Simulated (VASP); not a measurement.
Write the native input for VASP 6.6.1 that does the following.

| Property | Result |
| --- | --- |
| Task | relaxation of the atoms |
| Functional | LDA |
| Potentials or basis | VASP PAW LDA potentials, release 64 (Si, Te) |
| Cutoff | 350 eV |
| k mesh | 2 × 2 × 2 |
| Occupations | gaussian, width 0.02 eV |
| Spin | no spin polarisation |
| Further INCAR settings | ALGO = Fast; EDIFF = 1e-06; IBRION = 2; EDIFFG = -0.01; NSW = 40 |

The structure of Si31Te (a cell with a defect) lies in POSCAR:

```
Si31Te
1.0
   10.8080000000      0.0000000000      0.0000000000
    0.0000000000     10.8080000000      0.0000000000
    0.0000000000      0.0000000000     10.8080000000
Si Te
62 2
Direct
    0.0000000000      0.2500000000      0.2500000000
    0.2500000000      0.0000000000      0.2500000000
    0.2500000000      0.2500000000      0.0000000000
    0.1250000000      0.3750000000      0.3750000000
    0.3750000000      0.1250000000      0.3750000000
    0.3750000000      0.3750000000      0.1250000000
    0.0000000000      0.0000000000      0.5000000000
    0.0000000000      0.2500000000      0.7500000000
    0.2500000000      0.0000000000      0.7500000000
    0.2500000000      0.2500000000      0.5000000000
    0.1250000000      0.1250000000      0.6250000000
    0.1250000000      0.3750000000      0.8750000000
    0.3750000000      0.1250000000      0.8750000000
    0.3750000000      0.3750000000      0.6250000000
    0.0000000000      0.5000000000      0.0000000000
    0.0000000000      0.7500000000      0.2500000000
    0.2500000000      0.5000000000      0.2500000000
    0.2500000000      0.7500000000      0.0000000000
    0.1250000000      0.6250000000      0.1250000000
    0.1250000000      0.8750000000      0.3750000000
    0.3750000000      0.6250000000      0.3750000000
    0.3750000000      0.8750000000      0.1250000000
    0.0000000000      0.5000000000      0.5000000000
    0.0000000000      0.7500000000      0.7500000000
    0.2500000000      0.5000000000      0.7500000000
    0.2500000000      0.7500000000      0.5000000000
    0.1250000000      0.6250000000      0.6250000000
    0.1250000000      0.8750000000      0.8750000000
    0.3750000000      0.6250000000      0.8750000000
    0.3750000000      0.8750000000      0.6250000000
    0.5000000000      0.0000000000      0.0000000000
    0.5000000000      0.2500000000      0.2500000000
    0.7500000000      0.0000000000      0.2500000000
    0.7500000000      0.2500000000      0.0000000000
    0.6250000000      0.1250000000      0.1250000000
    0.6250000000      0.3750000000      0.3750000000
    0.8750000000      0.1250000000      0.3750000000
    0.8750000000      0.3750000000      0.1250000000
    0.5000000000      0.0000000000      0.5000000000
    0.5000000000      0.2500000000      0.7500000000
    0.7500000000      0.0000000000      0.7500000000
    0.7500000000      0.2500000000      0.5000000000
    0.6250000000      0.1250000000      0.6250000000
    0.6250000000      0.3750000000      0.8750000000
    0.8750000000      0.1250000000      0.8750000000
    0.8750000000      0.3750000000      0.6250000000
    0.5000000000      0.5000000000      0.0000000000
    0.5000000000      0.7500000000      0.2500000000
    0.7500000000      0.5000000000      0.2500000000
    0.7500000000      0.7500000000      0.0000000000
    0.6250000000      0.6250000000      0.1250000000
    0.6250000000      0.8750000000      0.3750000000
    0.8750000000      0.6250000000      0.3750000000
    0.8750000000      0.8750000000      0.1250000000
    0.5000000000      0.5000000000      0.5000000000
    0.5000000000      0.7500000000      0.7500000000
    0.7500000000      0.5000000000      0.7500000000
    0.7500000000      0.7500000000      0.5000000000
    0.6250000000      0.6250000000      0.6250000000
    0.6250000000      0.8750000000      0.8750000000
    0.8750000000      0.6250000000      0.8750000000
    0.8750000000      0.8750000000      0.6250000000
    0.9762500000      0.9762500000      0.9762500000
    0.1487500000      0.1487500000      0.1487500000
```

The cell was built by a generator and needn't be a form met in nature.

The input as run:

INCAR

```
PREC = Accurate
ENCUT = 350
EDIFF = 1E-6
ISMEAR = 0
SIGMA = 0.02
LREAL = False
LASPH = True
NELM = 60
ALGO = Fast
ISIF = 2
LWAVE = False
LCHARG = False
GGA = CA
IBRION = 2
NSW = 40
EDIFFG = -0.01
```

KPOINTS

```
Automatic mesh
0
Gamma
  2 2 2
```

Potentials or basis: VASP PAW LDA potentials, release 64 (Si, Te).

Command:

```sh
$ cat potpaw_LDA.64/Si/POTCAR potpaw_LDA.64/Te/POTCAR > POTCAR
$ mpirun -np 4 vasp_std > vasp.out
```

It gave:

| Item | Value |
| --- | --- |
| Energy gained by relaxing | 61.9 meV/atom |
| Ionic steps | 19 |
| Pressure after relaxing | 1.5 GPa |
| Largest force after relaxing | 0.008 eV/Å |
| Band gap on the k mesh | none (metal or under the smearing width) |

Run time: 28 min on 4 MPI ranks on Intel(R) Xeon(R) Platinum 8488C (Sapphire Rapids), on a shared host, peak memory 0.38 GiB a rank.
